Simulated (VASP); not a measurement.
AlAs (zinc blende): the formation energy from VASP (plane waves, PAW) at several levels of theory. The references are the elements' solids at the same level; no temperature or zero-point terms are added.

| level | formation energy (eV/atom) | error against measurement (eV/atom) |
|---|---|---|
| LDA | -0.462 | +0.15 |
| PBEsol | -0.429 | +0.18 |

Measured: -0.610 eV/atom at 298 K (as given by Yubo Zhang et al., npj Computational Materials (2018), doi:10.1038/s41524-018-0065-z).

The cell of the LDA run:

```
CELL_PARAMETERS angstrom
      0.00000     2.81893     2.81893
      2.81893     0.00000     2.81893
      2.81893     2.81893     0.00000
ATOMIC_POSITIONS crystal
  Al 0.00000 0.00000 0.00000
  As 0.25000 0.25000 0.25000
```

Only levels that ran to the end are used. Left out are those held back, those with too coarse a band path, GW runs whose mesh misses a band edge, hybrids' fits of cells that aren't cubic and levels without matching references; a question may draw on a part of the rest.
